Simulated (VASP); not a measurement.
Consider the following.

```
CELL_PARAMETERS angstrom
      0.00000     2.60000     2.60000
      2.60000     0.00000     2.60000
      2.60000     2.60000     0.00000
ATOMIC_POSITIONS crystal
  Mg 0.00000 0.00000 0.00000
  S  0.50000 0.50000 0.50000
```

The numbers are results of MS2 meta-GGA, VASP's PBE PAW potentials (set 64) (plane waves; VASP 6.6.1), not measurements. Settings: 520 eV cut-off, 8×8×8 Γ-centred mesh, Gaussian smearing of 0.050 eV, potentials Mg S.

Task: The ions, cell shape and volume are relaxed. Predict the relaxed structure.

Result: 
```
CELL_PARAMETERS angstrom
      0.00000     2.58954     2.58954
      2.58954     0.00000     2.58954
      2.58954     2.58954     0.00000
ATOMIC_POSITIONS crystal
  Mg 0.00000 0.00000 0.00000
  S  0.50000 0.50000 0.50000
```
Space group Fm-3m (225), at a tolerance of 0.03 Å.

Task: How do energy and volume change from the first to the last step?

Result: The energy (σ→0) changes by -0.7 meV/atom and the volume by -1.2 %, in 3 ionic steps.

The compound is MgS in the rock salt structure. This run relaxes it. Symmetry was kept, so distortions that lower it aren't found.
